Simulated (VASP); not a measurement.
# A VASP study of Sr2MnSi2O7 (LDA + U): structure first, properties next

What structure and properties does LDA + U give Sr2MnSi2O7, and how near are they to the measured ones? The steps: relaxing cell and atoms (LDA + U), second relaxation, single point with fields (LDA + U), band structure (LDA + U), density of states (LDA + U), field gradients at the nuclei (LDA + U), volume scan with LDA + U, fit for LDA + U and ionic relaxation at fixed cell (LDA + U) with a changed input. The start is a cell from a database of measured crystal structures.

Method: LDA, DFT+U (Mn d 3 eV), spin-polarised from a ferromagnetic start; plane waves and PAW (Sr_sv, Mn_pv, Si, O), in VASP 6.6.1.

**Measured values to reproduce.**

“Magnetic structure of the noncentrosymmetric magnet Sr2MnSi2O7 through irreducible representation and magnetic space group analyses” (2024, arxiv:2410.04042) reports for Sr2MnSi2O7, melilite, tetragonal, by neutron powder diffraction, Rietveld (solid-state synthesised polycrystal, 10 K): lattice constant a (a = b, paramagnetic phase) 8.1215 ± 0.0002 Å; lattice constant c (c, paramagnetic phase) 5.1487 ± 0.0001 Å.

Report form: the programs' logs are mostly left out.

## (1) Set-up

Before any relaxation, the start is as follows. Symmetry: P-42_1m, No. 113, tetragonal system. Conventional cell: a = 8.132 Å, b = 8.132 Å, c = 5.159 Å, α = 90.00°, β = 90.00°, γ = 90.00°. Nearest to Sr lie 8 O at 2.57 to 2.82 Å. Nearest to Mn lie 4 O at 2.04 Å. Nearest to Si lie 4 O at 1.58 to 1.62 Å. Nearest to O lie 2 Si at 1.62 Å and 2 Sr at 2.69 Å. O has 1 Si at 1.58 Å and 3 Sr at 2.58 to 2.82 Å nearest. Nearest to O lie 1 Si at 1.60 Å and 1 Mn at 2.04 Å and 2 Sr at 2.57 to 2.74 Å. Farther neighbours and most contacts between anions are not listed.

## (2) Relaxing cell and atoms (LDA + U)

The start need not lie at this functional's minimum. ISIF = 3 frees volume, shape and positions, and EDIFFG sets the threshold on forces and stress at which the search stops. LDA, the lowest rung, knows the local density alone. A Hubbard U penalises fractional filling of the localised shell, which semilocal functionals favour.

Input file INCAR:

```
SYSTEM = Sr2MnSi2O7
PREC = Accurate
ENCUT = 520
EDIFF = 1E-06
NELM = 100
ISMEAR = 0
SIGMA = 0.05
LREAL = Auto
ALGO = Fast
GGA = CA
NBANDS = 124
ISPIN = 2
MAGMOM = 0 0 0 0 4 4 0 0 0 0 0 0 0 0 0 0 0 0 0 0 0 0 0 0
LDAU = .TRUE.
LDAUTYPE = 2
LDAUL = -1 2 -1 -1
LDAUU = 0 3 0 0
LDAUJ = 0 0 0 0
LDAUPRINT = 1
LASPH = .TRUE.
LMAXMIX = 4
LORBIT = 11
LWAVE = .FALSE.
LCHARG = .FALSE.
KPAR = 4
NCORE = 2
IBRION = 2
NSW = 60
ISIF = 3
EDIFFG = -0.01
```

Input file POSCAR:

```
Sr2MnSi2O7
1.0
    8.1315000000      0.0000000000      0.0000000000
    0.0000000000      8.1315000000      0.0000000000
    0.0000000000      0.0000000000      5.1588700000
Sr Mn Si O
4 2 4 14
Direct
    0.3332600000      0.1667400000      0.5069000000
    0.1667400000      0.6667400000      0.4931000000
    0.6667400000      0.8332600000      0.5069000000
    0.8332600000      0.3332600000      0.4931000000
    0.0000000000      0.0000000000      0.0000000000
    0.5000000000      0.5000000000      0.0000000000
    0.1362000000      0.3638000000      0.9399000000
    0.3638000000      0.8638000000      0.0601000000
    0.8638000000      0.6362000000      0.9399000000
    0.6362000000      0.1362000000      0.0601000000
    0.5000000000      0.0000000000      0.1420000000
    0.0000000000      0.5000000000      0.8580000000
    0.1420000000      0.3580000000      0.2453000000
    0.3580000000      0.8580000000      0.7547000000
    0.8580000000      0.6420000000      0.2453000000
    0.6420000000      0.1420000000      0.7547000000
    0.0767000000      0.2007000000      0.7940000000
    0.2007000000      0.9233000000      0.2060000000
    0.9233000000      0.7993000000      0.7940000000
    0.7993000000      0.0767000000      0.2060000000
    0.5767000000      0.2993000000      0.2060000000
    0.7007000000      0.5767000000      0.7940000000
    0.4233000000      0.7007000000      0.2060000000
    0.2993000000      0.4233000000      0.7940000000
```

Input file KPOINTS:

```
Automatic mesh
0
Gamma
3 3 5
0 0 0
```

The projector-augmented-wave data sets are Sr_sv, Mn_pv, Si and O (LDA family, release 64).

Launch:

```console
$ mpirun -np 8 vasp_std
```

Elapsed: 23 min, on 8 MPI ranks of Intel Xeon 6975P-C (Granite Rapids), shared host; peak memory 3.6 GiB; 2.9 h of CPU time.

The magnetic state follows from one typed start and may not be the lowest. Experiment finds antiferromagnetic order in this phase (a transition is listed at 3.4 K, arxiv:2410.22741), so this ferromagnetic run describes another state. The gap is read on the k-mesh alone, so it is an upper bound where the band edges lie off the mesh, and a coarse mesh can show a gap where there is none. The run keeps the 8 symmetry operations of its start, so it cannot find a distortion of lower symmetry.

Step by step (22 of 24):

| step | energy less that of the first step (eV) | largest force (eV/Å) | pressure (GPa) | volume (Å³) |
| --- | --- | --- | --- | --- |
| 1 | 0.0000 | 1.5451 | 0.23 | 341.11 |
| 2 | -0.0572 | 1.4766 | -6.63 | 342.09 |
| 3 | -0.3796 | 0.8398 | -3.63 | 341.61 |
| 4 | -0.6003 | 0.6549 | -0.08 | 327.75 |
| 5 | -0.6069 | 0.4617 | -0.64 | 329.72 |
| 6 | -0.6195 | 0.5339 | 0.87 | 325.98 |
| 8 | -0.6443 | 0.3683 | 0.58 | 326.54 |
| 9 | -0.6446 | 0.3102 | 0.55 | 326.64 |
| 10 | -0.6591 | 0.1234 | -0.02 | 327.46 |
| 11 | -0.6601 | 0.1196 | -0.21 | 327.77 |
| 12 | -0.6631 | 0.0659 | 0.00 | 327.34 |
| 13 | -0.6634 | 0.1015 | 0.10 | 327.16 |
| 14 | -0.6648 | 0.0718 | -0.02 | 327.13 |
| 15 | -0.6649 | 0.0616 | 0.00 | 327.14 |
| 16 | -0.6661 | 0.0508 | 0.02 | 327.13 |
| 17 | -0.6666 | 0.0928 | 0.04 | 327.13 |
| 19 | -0.6674 | 0.0222 | 0.05 | 327.19 |
| 20 | -0.6674 | 0.0220 | 0.05 | 327.19 |
| 21 | -0.6675 | 0.0176 | 0.04 | 327.26 |
| 22 | -0.6677 | 0.0275 | -0.02 | 327.46 |
| 23 | -0.6677 | 0.0336 | -0.03 | 327.52 |
| 24 | -0.6678 | 0.0079 | -0.03 | 327.54 |

| conventional cell, symmetrised | before | after | change |
| --- | --- | --- | --- |
| a (Å) | 8.132 | 8.030 | -1.2 % |
| b (Å) | 8.132 | 8.030 | -1.2 % |
| c (Å) | 5.159 | 5.079 | -1.5 % |
| volume (Å³/atom) | 14.21 | 13.65 | -4.0 % |

The atoms that moved most (Å, as changes of fractional coordinates times the final cell):

| atom | dx | dy | dz | length |
| --- | --- | --- | --- | --- |
| O11 | 0.000 | 0.000 | 0.133 | 0.133 |
| O12 | 0.000 | 0.000 | -0.133 | 0.133 |
| O22 | -0.058 | 0.016 | -0.027 | 0.065 |
| O19 | -0.016 | 0.058 | -0.027 | 0.065 |
| O24 | 0.058 | -0.016 | -0.027 | 0.065 |
| O23 | -0.016 | -0.058 | 0.027 | 0.065 |
| O21 | 0.016 | 0.058 | 0.027 | 0.065 |
| O20 | 0.058 | 0.016 | 0.027 | 0.065 |

The relaxed structure:

```cif
data_structure
_symmetry_space_group_name_H-M 'P 1'
_symmetry_Int_Tables_number 1
_cell_length_a 8.0305
_cell_length_b 8.0305
_cell_length_c 5.0790
_cell_angle_alpha 90.000
_cell_angle_beta 90.000
_cell_angle_gamma 90.000
_cell_volume 327.54
loop_
_atom_site_label
_atom_site_type_symbol
_atom_site_fract_x
_atom_site_fract_y
_atom_site_fract_z
_atom_site_occupancy
Sr1 Sr 0.33458 0.16542 0.50633 1
Sr2 Sr 0.16542 0.66542 0.49367 1
Sr3 Sr 0.66542 0.83458 0.50633 1
Sr4 Sr 0.83458 0.33458 0.49367 1
Mn5 Mn 0.00000 0.00000 0.00000 1
Mn6 Mn 0.50000 0.50000 0.00000 1
Si7 Si 0.13779 0.36221 0.93967 1
Si8 Si 0.36221 0.86221 0.06033 1
Si9 Si 0.86221 0.63779 0.93967 1
Si10 Si 0.63779 0.13779 0.06033 1
O11 O 0.50000 0.00000 0.16820 1
O12 O 0.00000 0.50000 0.83180 1
O13 O 0.13957 0.36043 0.25503 1
O14 O 0.36043 0.86043 0.74497 1
O15 O 0.86043 0.63957 0.25503 1
O16 O 0.63957 0.13957 0.74497 1
O17 O 0.07865 0.19354 0.78868 1
O18 O 0.19354 0.92135 0.21132 1
O19 O 0.92135 0.80646 0.78868 1
O20 O 0.80646 0.07865 0.21132 1
O21 O 0.57865 0.30646 0.21132 1
O22 O 0.69354 0.57865 0.78868 1
O23 O 0.42135 0.69354 0.21132 1
O24 O 0.30646 0.42135 0.78868 1
```

Numbers from this step:

- electrons: 166
- bands: 124
- irreducible k-points: 9
- symmetry operations: 8
- free energy (TOTEN): -196.2356 eV
- Fermi energy: 3.827 eV
- pressure: -0.02909 GPa
- moment of the cell, from the last line of the log: 10 μB
- metallic, judged on the points sampled: no
- valence top at k: 0, 0, 0.4
- conduction bottom at k: 0, 0, 0
- least direct gap at k: 0, 0, 0
- SCF cycles over all ionic steps: 289
- gap on the k-mesh: 2.339 eV
- least direct gap on the k-mesh: 2.475 eV

Spin moment in the PAW sphere by atom:

| atom | spin moment in the PAW sphere (μB) |
| --- | --- |
| Sr1 | 0.00 |
| Sr2 | 0.00 |
| Sr3 | 0.00 |
| Sr4 | 0.00 |
| Mn5 | 4.48 |
| Mn6 | 4.48 |
| Si7 | 0.01 |
| Si8 | 0.01 |
| Si9 | 0.01 |
| Si10 | 0.01 |
| O11 | 0.00 |
| O12 | 0.00 |
| O13 | 0.01 |
| O14 | 0.01 |
| O15 | 0.01 |
| O16 | 0.01 |
| O17 | 0.04 |
| O18 | 0.04 |
| O19 | 0.04 |
| O20 | 0.04 |
| O21 | 0.04 |
| O22 | 0.04 |
| O23 | 0.04 |
| O24 | 0.04 |

It ends with a largest force of 0.008 eV/Å and a pressure of -0.03 GPa. The volume lies -4.0 % from that of the database's start, part of which can be the thermal and zero-point expansion of its experiment. LDA is known to overbind.

## (3) Second relaxation

The basis stayed that of the start cell while the cell moved. A rerun from the cell reached resets it; the error of the finite cutoff stays.

INCAR is that of step 2.

Input file POSCAR:

```
Sr2MnSi2O7
1.0
    8.0304670165      0.0000000000      0.0000000000
    0.0000000000      8.0304670165      0.0000000000
    0.0000000000      0.0000000000      5.0790296646
Sr Mn Si O
4 2 4 14
Direct
    0.3345770917      0.1654229083      0.5063260309
    0.1654229083      0.6654229083      0.4936739691
    0.6654229083      0.8345770917      0.5063260309
    0.8345770917      0.3345770917      0.4936739691
    0.0000000000      0.0000000000      0.0000000000
    0.5000000000      0.5000000000      0.0000000000
    0.1377929865      0.3622070135      0.9396728049
    0.3622070135      0.8622070135      0.0603271951
    0.8622070135      0.6377929865      0.9396728049
    0.6377929865      0.1377929865      0.0603271951
    0.5000000000      0.0000000000      0.1681971946
    0.0000000000      0.5000000000      0.8318028054
    0.1395688079      0.3604311921      0.2550303602
    0.3604311921      0.8604311921      0.7449696398
    0.8604311921      0.6395688079      0.2550303602
    0.6395688079      0.1395688079      0.7449696398
    0.0786485217      0.1935386624      0.7886769092
    0.1935386624      0.9213514783      0.2113230908
    0.9213514783      0.8064613376      0.7886769092
    0.8064613376      0.0786485217      0.2113230908
    0.5786485217      0.3064613376      0.2113230908
    0.6935386624      0.5786485217      0.7886769092
    0.4213514783      0.6935386624      0.2113230908
    0.3064613376      0.4213514783      0.7886769092
```

KPOINTS is that of step 2.

Launch:

```console
$ mpirun -np 8 vasp_std
```

Wall time 3.3 min (8 MPI ranks); peak memory 3.4 GiB.

Little changed from the start: no atom moved by 0.005 Å and no cell edge by 0.1 %.

This step gave:

```
free energy (TOTEN)             : -196.2210 eV
Fermi energy                    : 3.809 eV
pressure                        : -0.01378 GPa
SCF cycles over all ionic steps : 47
gap on the k-mesh               : 2.341 eV
least direct gap on the k-mesh  : 2.477 eV
```

It ends with a largest force of 0.008 eV/Å and a pressure of -0.01 GPa. The volume moved by under 0.01 %: the run met its threshold at the first step.

## (4) Single point with fields (LDA + U)

The relaxed cell gets a fresh self-consistent run, on a basis set for its own volume, to fix the density and to check the remaining stress.

INCAR: that of step 3 with these lines changed.

```diff
@@ -23,8 +23,6 @@
 LWAVE = .FALSE.
-LCHARG = .FALSE.
-KPAR = 4
+LCHARG = .TRUE.
 NCORE = 2
-IBRION = 2
-NSW = 60
-ISIF = 3
-EDIFFG = -0.01
+ISIF = 2
+LELF = .TRUE.
+LVHAR = .TRUE.
```

POSCAR is that of step 3.

KPOINTS is that of step 3.

Launch:

```console
$ mpirun -np 8 vasp_std
```

The job ended after 3.5 min (8 MPI ranks; peak memory 1.8 GiB).

With spin, VASP writes an ELF for each channel.

Numbers from this step:

| Item | Value |
| --- | --- |
| SCF cycles | 47 |
| Fermi energy | 3.775 eV |
| pressure | -0.007328 GPa |
| gap on the k-mesh | 2.339 eV |
| least direct gap on the k-mesh | 2.476 eV |

Valence electrons inside each PAW sphere by angular momentum. Sphere charges, by row:

| atom | s (e) | p (e) | d (e) | tot (e) |
| --- | --- | --- | --- | --- |
| Sr1 | 2.001 | 5.792 | 0.205 | 7.998 |
| Sr2 | 2.001 | 5.792 | 0.205 | 7.998 |
| Sr3 | 2.001 | 5.792 | 0.205 | 7.998 |
| Sr4 | 2.001 | 5.792 | 0.205 | 7.998 |
| Mn5 | 0.25 | 6.259 | 5.003 | 11.51 |
| Mn6 | 0.25 | 6.259 | 5.003 | 11.51 |
| Si7 | 0.681 | 1.045 | 0 | 1.726 |
| Si8 | 0.681 | 1.045 | 0 | 1.726 |
| Si9 | 0.681 | 1.045 | 0 | 1.726 |
| Si10 | 0.681 | 1.045 | 0 | 1.726 |
| O11 | 1.546 | 3.679 | 0 | 5.225 |
| O12 | 1.546 | 3.679 | 0 | 5.225 |
| O13 | 1.548 | 3.523 | 0 | 5.071 |
| O14 | 1.548 | 3.523 | 0 | 5.071 |
| O15 | 1.548 | 3.523 | 0 | 5.071 |
| O16 | 1.548 | 3.523 | 0 | 5.071 |
| O17 | 1.544 | 3.564 | 0 | 5.109 |
| O18 | 1.544 | 3.564 | 0 | 5.109 |
| O19 | 1.544 | 3.564 | 0 | 5.109 |
| O20 | 1.544 | 3.564 | 0 | 5.109 |
| O21 | 1.544 | 3.564 | 0 | 5.109 |
| O22 | 1.544 | 3.564 | 0 | 5.109 |
| O23 | 1.544 | 3.564 | 0 | 5.109 |
| O24 | 1.544 | 3.564 | 0 | 5.109 |

Spin density in the ac plane at fractional y = 0.000, with atoms of Mn and O within 0.2 Å of it.

Values in e/Å³, 7 rows by 16 columns, each cell a mean:
```
2.7 0.6 0.1 0.0 0.0 0.0 0.0 0.0 0.0 0.0 0.0 0.0 0.0 0.0 0.3 1.8
0.1 0.1 0.0 0.0 0.0 0.0 0.0 0.0 0.0 0.0 0.0 0.0 0.0 0.0 0.0 0.1
0.0 0.0 0.0 0.0 0.0 0.0 0.0 0.0 0.0 0.0 0.0 0.0 0.0 0.0 0.0 0.0
0.0 0.0 0.0 0.0 0.0 0.0 0.0 0.0 0.0 0.0 0.0 0.0 0.0 0.0 0.0 0.0
0.0 0.0 0.0 0.0 0.0 0.0 0.0 0.0 0.0 0.0 0.0 0.0 0.0 0.0 0.0 0.0
0.3 0.1 0.0 0.0 0.0 0.0 0.0 0.0 0.0 0.0 0.0 0.0 0.0 0.0 0.0 0.2
4.2 0.9 0.1 0.0 0.0 0.0 0.0 0.0 0.0 0.0 0.0 0.0 0.0 0.0 0.3 2.8
```
Columns run along a (8.0 Å), rows up along c (5.1 Å). Atoms in or near the plane, at fractional coordinates: Mn at (0.00, 0.00), O at (0.50, 0.17).

ELF of up spins in the ac plane at fractional y = 0.000, with atoms of Mn and O within 0.2 Å of it. It is the smooth field of the valence electrons, not physical close to the nuclei.

Ten even steps from '0' (0.00) to '9' (0.84), each cell a mean:
```
0231101111222111101231
3321002331000233100233
2210003553001454100112
0000002342001343100000
0000000111000110000000
0000000000000000000000
0000000000000000000000
0024420000342000135310
0148973015897201588620
1159996138999613899731
3238996249758823899612
2324775259889823676223
0221332136887522332230
```
Columns run along a (8.0 Å), rows up along c (5.1 Å). Atoms in or near the plane, at fractional coordinates: Mn at (0.00, 0.00), O at (0.50, 0.17).

Electrostatic potential energy in the ac plane at fractional y = 0.000, with atoms of Mn and O within 0.2 Å of it. With pseudopotentials it is smooth inside the atoms' cores, unlike the true potential.

Values in eV, 7 rows by 16 columns, each cell a mean:
```
-38 -21   0   3   2   1   1   2   3   2   1   2   3   2 -10 -34
 -3   1   3   4   4   3   4   4   4   4   3   3   4   3   2  -1
  4   4   4   3   2   1   2   3   3   2   1   1   2   3   4   4
  4   4   4   3   0  -1   0   1   2   0  -1   0   2   4   4   4
  4   4   3   2   2   1   1  -2  -4   1   1   2   2   2   4   4
-10  -2  -1  -5   1   0  -3 -37 -44 -13   0   1  -2  -4  -1  -7
-44 -27  -1   2   1  -3  -4 -15 -21  -6  -4  -1   2   1 -14 -40
```
Columns run along a (8.0 Å; values clipped at the 3rd and 97th percentile), rows up along c (5.1 Å). Atoms in or near the plane, at fractional coordinates: Mn at (0.00, 0.00), O at (0.50, 0.17).

In this run the pressure is -0.01 GPa, small enough to go on; single stress components reach 0.06 GPa.

[end of part 1 of 3]

[Lines on the potential files, build, host, timing and source positions are cut from VASP's logs without a mark.]

[Logs are printed without paths, hosts, clocks, repeated set-up lines and the standing remarks that a program may print on its own settings, such as how far it seeks lower states.]

[Hosts, paths, dates, database ids (printed as entryN), source tags and the programs' standing remarks are cut or masked in the printed files.]

[A measured line is paired with the nearest computed mode of its activity, which favours agreement.]

[In band tables of VASP the shares of atoms and orbitals are scaled to a sum of 1 inside the atoms' spheres.]
